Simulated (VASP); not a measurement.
Computed with PBEsol GGA, VASP's PBE PAW potentials (set 64) (plane waves; VASP).

VASP ran on this input.

### POSCAR
```
ZnS
3.7834920
  0.5000000292  -0.8660254435   0.0000000000
  0.5000000292   0.8660254435   0.0000000000
  0.0000000000   0.0000000000   1.6386870294
Zn S
2 2
Cart
  0.5000000292  -0.2886757252   0.8196353642
  0.5000000292   0.2886757252   0.0002918495
  0.5000000292  -0.2886757252   1.4335593012
  0.5000000292   0.2886757252   0.6142157865
```

KPOINTS:
```
k-points along high-symmetry lines
10
Line-mode
Reciprocal
  0.000000   0.000000   0.000000 ! GAMMA
  0.000000   0.500000   0.000000 ! M

  0.000000   0.500000   0.000000 ! M
 -0.333333   0.666667   0.000000 ! K

 -0.333333   0.666667   0.000000 ! K
  0.000000   0.000000   0.000000 ! GAMMA

  0.000000   0.000000   0.000000 ! GAMMA
  0.000000   0.000000   0.500000 ! A

  0.000000   0.000000   0.500000 ! A
  0.000000   0.500000   0.500000 ! L

  0.000000   0.500000   0.500000 ! L
 -0.333333   0.666667   0.500000 ! H

 -0.333333   0.666667   0.500000 ! H
  0.000000   0.000000   0.500000 ! A

  0.000000   0.500000   0.500000 ! L
  0.000000   0.500000   0.000000 ! M

 -0.333333   0.666667   0.500000 ! H
 -0.333333   0.666667   0.000000 ! K
```

**INCAR**
```
LASPH = .True.
SIGMA = 0.05   ! width (eV)
PREC = Accurate
ENCUT = 400   ! plane-wave cut-off (eV)
LCHARG = .False.
GGA = PS   ! PBEsol
EDIFF = 1E-7   ! SCF stop (eV)
NELM = 100
LMAXMIX = 4
ICHARG = 11   ! fixed density
LREAL = .False.
ALGO = Normal
LWAVE = .False.
LORBIT = 11   ! lm-projected
ISMEAR = 0
SYSTEM = ZnS
```

POTCAR, in this order: Zn S (PBE.64 set). Program: vasp_std. Read from the step before: CHGCAR.

What VASP printed:

**OSZICAR**
```
       N       E                     dE             d eps       ncg     rms          rms(c)
DAV:   1     0.207202374538E+03    0.20720E+03   -0.15369E+04  3960   0.168E+03
DAV:   2     0.351713276116E+01   -0.20369E+03   -0.19877E+03  4212   0.343E+02
DAV:   3    -0.139052626396E+02   -0.17422E+02   -0.17306E+02  4746   0.105E+02
DAV:   4    -0.142374604957E+02   -0.33220E+00   -0.33192E+00  4550   0.147E+01
DAV:   5    -0.142436945624E+02   -0.62341E-02   -0.62327E-02  4868   0.186E+00
DAV:   6    -0.142438653965E+02   -0.17083E-03   -0.17082E-03  4638   0.309E-01
DAV:   7    -0.142438716846E+02   -0.62881E-05   -0.62875E-05  4920   0.533E-02
DAV:   8    -0.142438718880E+02   -0.20344E-06   -0.20334E-06  4476   0.997E-03
DAV:   9    -0.142438718961E+02   -0.81427E-08   -0.81472E-08  3388   0.185E-03
   1 F= -.14243872E+02 E0= -.14243872E+02  d E =-.145679E-10
```

OUTCAR:
```
 val. band max:        2.2808563756   @ k =   0.0000   0.0000   0.0000

 cond. band min:       4.4486481528   @ k =   0.0000   0.0000   0.0000



 k-point     1 :       0.0000    0.0000    0.0000
  band No.  band energies     occupation
      1     -11.0884      2.00000
      2     -10.0877      2.00000
      3      -4.2019      2.00000
      4      -4.1882      2.00000
      5      -4.1882      2.00000
      6      -4.1031      2.00000
      7      -4.1031      2.00000
      8      -3.7198      2.00000
      9      -3.7198      2.00000
     10      -3.6356      2.00000
     11      -3.6356      2.00000
     12      -3.4922      2.00000
     13      -3.2651      2.00000
     14       1.3397      2.00000
     15       1.3397      2.00000
     16       2.2015      2.00000
     17       2.2808      2.00000
     18       2.2809      2.00000
     19       4.4486      0.00000
     20       5.2944      0.00000
     21       8.4788      0.00000
     22       8.4842      0.00000

 k-point     2 :       0.0000    0.0556    0.0000
  band No.  band energies     occupation
      1     -11.0661      2.00000
      2     -10.0750      2.00000
      3      -4.1996      2.00000
      4      -4.1881      2.00000
      5      -4.1836      2.00000
      6      -4.1013      2.00000
      7      -4.0965      2.00000
      8      -3.7229      2.00000
      9      -3.7202      2.00000
     10      -3.6599      2.00000
     11      -3.6344      2.00000
     12      -3.4675      2.00000
     13      -3.2365      2.00000
     14       1.1479      2.00000
     15       1.2851      2.00000
     16       2.0477      2.00000
     17       2.1750      2.00000
     18       2.2530      2.00000
     19       4.6637      0.00000
     20       5.4758      0.00000
     21       8.3536      0.00000
     22       8.5460      0.00000

 k-point     3 :       0.0000    0.1111    0.0000
  band No.  band energies     occupation
      1     -11.0004      2.00000
      2     -10.0383      2.00000
...
```

The density is held fixed in this step, so its total energy and stress have no physical meaning.

The compound is ZnS in the wurtzite structure, the high-temperature form. It was relaxed first.
